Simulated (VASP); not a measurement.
A VASP calculation is set up with these files.

**POSCAR**
```
Bi2Te2Se
1
    2.1596730000     1.2468880000    10.5792190000
   -2.1596730000     1.2468880000    10.5792190000
    0.0000000000    -2.4937760000    10.5792190000
Bi Te Se
2 2 1
Direct
  0.6082830000   0.6082830000   0.6082830000
  0.3917170000   0.3917170000   0.3917170000
  0.2196000000   0.2196000000   0.2196000000
  0.7804000000   0.7804000000   0.7804000000
  0.0000000000   0.0000000000   0.0000000000
```

**KPOINTS**
```
Automatic mesh
0
Gamma
4 4 4
0 0 0
```

**INCAR**
```
SYSTEM = Bi2Te2Se
PREC = Accurate; ENCUT = 300; LREAL = F
LASPH = T
EDIFF = 1E-6; NELM = 100; ALGO = Normal
LMAXMIX = 4
ISMEAR = -1; SIGMA = 0.05
GGA = PS
ISIF = 2
LWAVE = F; LCHARG = F
```

POTCAR, in this order: Bi_d Te Se (PBE.64 set). Program: vasp_std.

Problem. Write an equivalent input for Quantum ESPRESSO's pw.x.

Solution. One equivalent input (not run):
```
&CONTROL
  calculation = 'scf'
  pseudo_dir = './pseudo'
  outdir = './out'
  tprnfor = .true.
  tstress = .true.
/
&SYSTEM
  ibrav = 0
  nat = 5
  ntyp = 3
  ecutwfc = 86
  occupations = 'smearing'
  smearing = 'fermi-dirac'
  degauss = 0.003675
  input_dft = 'pbesol'
/
&ELECTRONS
  conv_thr = 7.3e-08
  electron_maxstep = 100
/
ATOMIC_SPECIES
  Bi 208.980 Bi.upf
  Te 127.600 Te.upf
  Se 78.971 Se.upf
CELL_PARAMETERS angstrom
     2.1596730    1.2468880   10.5792190
    -2.1596730    1.2468880   10.5792190
     0.0000000   -2.4937760   10.5792190
ATOMIC_POSITIONS crystal
  Bi   0.6082830  0.6082830  0.6082830
  Bi   0.3917170  0.3917170  0.3917170
  Te   0.2196000  0.2196000  0.2196000
  Te   0.7804000  0.7804000  0.7804000
  Se   0.0000000  0.0000000  0.0000000
K_POINTS automatic
  4 4 4 0 0 0
```
Limits of the translation: the potentials are each code's own (VASP's PAW set, PseudoDojo norm-conserving files in pw.x), so ENCUT and ecutwfc are chosen apart and not converted; conv_thr bounds pw.x's estimated SCF error, while EDIFF bounds the energy change between steps.

The structure comes from a computed database's Bi2Te2Se entry; how it stands against other phases isn't given here. The cell was not relaxed at this level. The k-mesh is coarse (spacing up to 0.42 per Å, 2π included), so the numbers may not be converged in it. The run is one of a series of settings (GGA = PS, POTCAR Bi_d Te Se (PBE.64 set) against the base run), some of them coarse on purpose.
